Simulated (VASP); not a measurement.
Here is the system:

```
CELL_PARAMETERS angstrom
      3.34196     0.00000     0.00000
      0.00000     3.34196     0.00000
      0.00000     0.00000     3.34196
ATOMIC_POSITIONS crystal
  In 0.50000 0.50000 0.50000
  Pd 0.00000 0.00000 0.00000
```

These are optB86b-vdW, VASP's PBE PAW potentials (set 64) (plane waves; VASP) values and carry that method's errors. Settings: 520 eV cut-off, 11×11×11 Γ-centred mesh, first-order Methfessel-Paxton smearing of 0.10 eV, potentials In_d Pd.

Unless said otherwise, spin-orbit coupling is left out, though it shifts the bands of the heavy elements here.

Estimate the energy per atom (σ→0), pressure, band gap (on the k-mesh) with the smallest direct gap where there is one.

```
Item                                                        Result
------------------------  ----------------------------------------
band gap (on the k-mesh)  none (metal, semimetal or under 0.01 eV)
energy per atom (σ→0)                               -1.429 eV/atom
pressure                                                 -6.47 GPa
```

The absolute energy has meaning only against runs of the same code, potentials and settings.

The compound is PdIn in the CsCl type structure. This cell is one point of a volume scan, at 1.06 of the reference volume. The electron count is odd and the run is not spin-polarised, which forces a metal.
